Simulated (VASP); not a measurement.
Method: AM05 GGA, VASP's PBE PAW potentials (set 64) (plane waves; VASP).

VASP input:

File KPOINTS:
```
Regular mesh
0
Gamma
10 10 8
```

**INCAR**
```
ALGO = Normal
EDIFF = 1E-6
EDIFFG = -0.02
ENCUT = 520
GGA = AM
IBRION = 2
ISIF = 3
ISMEAR = 1
LASPH = .TRUE.
LCHARG = .FALSE.
LMAXMIX = 4
LREAL = .FALSE.
LWAVE = .FALSE.
NELM = 100
NSW = 60
PREC = Accurate
SIGMA = 0.1
SYSTEM = ZrB2
```

POSCAR:
```
ZrB2
1
    1.5760888712    -2.7298664642     0.0000000000
    1.5760888712     2.7298664642     0.0000000000
    0.0000000000     0.0000000000     3.5058911670
Zr B
1 2
Direct
  0.0000000000   0.0000000000   0.0000000000
  0.3333330000   0.6666670000   0.5000000000
  0.6666670000   0.3333330000   0.5000000000
```

POTCAR, in this order: Zr_sv B (PBE.64 set). Program: vasp_std.

Output

### OUTCAR
```
 ion  position               nearest neighbor table
   1  0.000  0.000  0.000-   2 2.53   3 2.53   2 2.53   3 2.53   3 2.53   3 2.53   2 2.53   2 2.53
                             3 2.53   3 2.53   2 2.53   2 2.53
   2  0.333  0.667  0.500-   3 1.82   3 1.82   3 1.82   1 2.53   1 2.53   1 2.53   1 2.53   1 2.53
                             1 2.53
   3  0.667  0.333  0.500-   2 1.82   2 1.82   2 1.82   1 2.53   1 2.53   1 2.53   1 2.53   1 2.53
                             1 2.53
  LATTYP: Found a hexagonal cell.
 ALAT       =     3.1521781425
 C/A-ratio  =     1.1122122572
 Subroutine PRICEL returns:
 Original cell was already a primitive cell.
 Subroutine GETGRP returns: Found 24 space group operations
The static configuration has the point symmetry D_6h.
The dynamic configuration has the point symmetry D_6h.
 Subroutine INISYM returns: Found 24 space group operations
 Subroutine IBZKPT returns following result:
 Found     70 irreducible k-points:

 Following reciprocal coordinates:
            Coordinates               Weight
  0.000000  0.000000  0.000000      1.000000
  0.100000 -0.000000  0.000000      6.000000
  0.200000 -0.000000  0.000000      6.000000
  0.300000 -0.000000  0.000000      6.000000
  0.400000 -0.000000  0.000000      6.000000
  0.500000 -0.000000  0.000000      3.000000
  0.100000  0.100000  0.000000      6.000000
  0.200000  0.100000  0.000000     12.000000
  0.300000  0.100000  0.000000     12.000000
  0.400000  0.100000  0.000000     12.000000
  0.200000  0.200000  0.000000      6.000000
  0.300000  0.200000  0.000000     12.000000
  0.400000  0.200000  0.000000      6.000000
  0.300000  0.300000  0.000000      6.000000
  0.000000  0.000000  0.125000      2.000000
  0.100000 -0.000000  0.125000     12.000000
  0.200000 -0.000000  0.125000     12.000000
  0.300000 -0.000000  0.125000     12.000000
  0.400000 -0.000000  0.125000     12.000000
  0.500000 -0.000000  0.125000      6.000000
  0.100000  0.100000  0.125000     12.000000
  0.200000  0.100000  0.125000     24.000000
  0.300000  0.100000  0.125000     24.000000
  0.400000  0.100000  0.125000     24.000000
  0.200000  0.200000  0.125000     12.000000
  0.300000  0.200000  0.125000     24.000000
  0.400000  0.200000  0.125000     12.000000
  0.300000  0.300000  0.125000     12.000000
  0.000000  0.000000  0.250000      2.000000
  0.100000 -0.000000  0.250000     12.000000
  0.200000 -0.000000  0.250000     12.000000
  0.300000 -0.000000  0.250000     12.000000
  0.400000 -0.000000  0.250000     12.000000
  0.500000 -0.000000  0.250000      6.000000
  0.100000  0.100000  0.250000     12.000000
  0.200000  0.100000  0.250000     24.000000
  0.300000  0.100000  0.250000     24.000000
  0.400000  0.100000  0.250000     24.000000
  0.200000  0.200000  0.250000     12.000000
  0.300000  0.200000  0.250000     24.000000
   k-points           NKPTS =     70   k-points in BZ     NKDIM =     70   number of bands    NBANDS=     13
   number of dos      NEDOS =    301   number of ions     NIONS =      3
   total plane-waves  NPLWV =  16128
   dimension x,y,z NGX =    24 NGY =   24 NGZ =   28
   dimension x,y,z NGXF=    48 NGYF=   48 NGZF=   56
   ions per type =               1   2
   PREC   = accura    normal or accurate (medium, high low for compatibility)
   ISTART =      0    job   : 0-new  1-cont  2-samecut
   ICHARG =      2    charge: 1-file 2-atom 10-const
   ISPIN  =      1    spin polarized calculation?
   LNONCOLLINEAR =      F non collinear calculations
   LSORBIT =      F    spin-orbit coupling
   INIWAV =      1    electr: 0-lowe 1-rand  2-diag
   ENCUT  =  520.0 eV  38.22 Ry    6.18 a.u.   5.86  5.86  6.52*2*pi/ulx,y,z
...
```

OSZICAR:
```
       N       E                     dE             d eps       ncg     rms          rms(c)
DAV:   1     0.110881937432E+03    0.11088E+03   -0.99799E+03  1820   0.138E+03
DAV:   2    -0.226141173002E+02   -0.13350E+03   -0.12930E+03  2083   0.337E+02
DAV:   3    -0.284195197806E+02   -0.58054E+01   -0.56934E+01  2924   0.606E+01
DAV:   4    -0.285629561999E+02   -0.14344E+00   -0.14334E+00  2267   0.937E+00
DAV:   5    -0.285689910658E+02   -0.60349E-02   -0.60347E-02  2849   0.134E+00    0.232E+01
DAV:   6    -0.261384012905E+02    0.24306E+01   -0.68612E+00  2163   0.192E+01    0.970E+00
DAV:   7    -0.260931590274E+02    0.45242E-01   -0.86552E-01  2761   0.620E+00    0.327E+00
DAV:   8    -0.260911140738E+02    0.20450E-02   -0.10511E-01  2170   0.303E+00    0.774E-01
DAV:   9    -0.260880997736E+02    0.30143E-02   -0.17220E-02  2304   0.111E+00    0.135E-01
DAV:  10    -0.260880530857E+02    0.46688E-04   -0.81793E-04  2303   0.275E-01    0.410E-02
DAV:  11    -0.260880628375E+02   -0.97518E-05   -0.28195E-05  2490   0.612E-02    0.134E-02
DAV:  12    -0.260880628551E+02   -0.17632E-07   -0.14027E-06  1578   0.138E-02
   1 F= -.26088063E+02 E0= -.26087970E+02  d E =-.260881E+02
```

File OUTCAR:
```
------------------------ aborting loop because EDIFF is reached ----------------------------------------
  FORCE on cell =-STRESS in cart. coord.  units (eV):
  Direction    XX          YY          ZZ          XY          YZ          ZX
  --------------------------------------------------------------------------------------
  Total        0.0327890      0.0327890     -0.0507097      0.0000000      0.0000000      0.0000000
  in kB        1.7413589      1.7413595     -2.6930933      0.0000000      0.0000000      0.0000000
  external PRESSURE =       0.2632083 kB  Pullay stress =       0.0000000 kB
  volume of cell :       30.17
      direct lattice vectors                 reciprocal lattice vectors
     1.576088871 -2.729866464  0.000000000     0.317240994 -0.183159142  0.000000000
     1.576088871  2.729866464  0.000000000     0.317240994  0.183159142  0.000000000
     0.000000000  0.000000000  3.505891167     0.000000000  0.000000000  0.285234182
 POSITION                                       TOTAL-FORCE (eV/Angst)
 -----------------------------------------------------------------------------------
      0.00000      0.00000      0.00000        -0.000000      0.000000     -0.000000
      1.57609      0.90996      1.75295         0.000000      0.000000     -0.000000
      1.57609     -0.90996      1.75295         0.000000      0.000000      0.000000
 -----------------------------------------------------------------------------------
    total drift:                                0.000000     -0.000000      0.000000
  FREE ENERGIE OF THE ION-ELECTRON SYSTEM (eV)
  ---------------------------------------------------
  free  energy   TOTEN  =       -26.0880628551 eV

  energy  without entropy=      -26.0877830298  energy(sigma->0) =      -26.08796958

 reached required accuracy - stopping structural energy minimisation
```
(Selected blocks of OUTCAR.)

**OUTCAR**
```
 val. band max:       10.4933814702   @ k =   0.2000   0.2000   0.1250

 cond. band min:      10.7011574365   @ k =   0.1000  -0.0000   0.5000


 Fermi energy:        10.5062347707

 k-point     1 :       0.0000    0.0000    0.0000
  band No.  band energies     occupation
      1     -37.7599      2.00000
      2     -16.0121      2.00000
      3     -15.4287      2.00000
      4     -15.4287      2.00000
      5      -2.1314      2.00000
      6       7.9631      2.00000
      7       7.9753      2.00000
      8       7.9754      2.00000
      9       8.3419      2.00000
     10      14.1312      0.00000
     11      14.1312      0.00000
     12      14.9724      0.00000
     13      14.9724      0.00000

 k-point     2 :       0.1000   -0.0000    0.0000
  band No.  band energies     occupation
      1     -37.7479      2.00000
      2     -15.9943      2.00000
      3     -15.5327      2.00000
      4     -15.4511      2.00000
      5      -1.9274      2.00000
      6       7.4107      2.00000
      7       7.9843      2.00000
      8       8.1122      2.00000
      9       8.1538      2.00000
     10      13.8837      0.00000
     11      14.0027      0.00000
     12      14.3074      0.00000
     13      14.4454      0.00000

 k-point     3 :       0.2000   -0.0000    0.0000
  band No.  band energies     occupation
      1     -37.7163      2.00000
      2     -15.9474      2.00000
      3     -15.7966      2.00000
      4     -15.5094      2.00000
      5      -1.3504      2.00000
      6       6.1618      2.00000
      7       7.6145      2.00000
      8       7.9489      2.00000
      9       8.5046      2.00000
     10      12.9042      0.00000
     11      13.6905      0.00000
     12      14.0515      0.00000
     13      14.6684      0.00000

 k-point     4 :       0.3000   -0.0000    0.0000
  band No.  band energies     occupation
      1     -37.6769      2.00000
      2     -16.1076      2.00000
      3     -15.8887      2.00000
...
```

The compound is ZrB2 in the AlB2 type structure. It was relaxed first. The start is the result of an earlier pass.
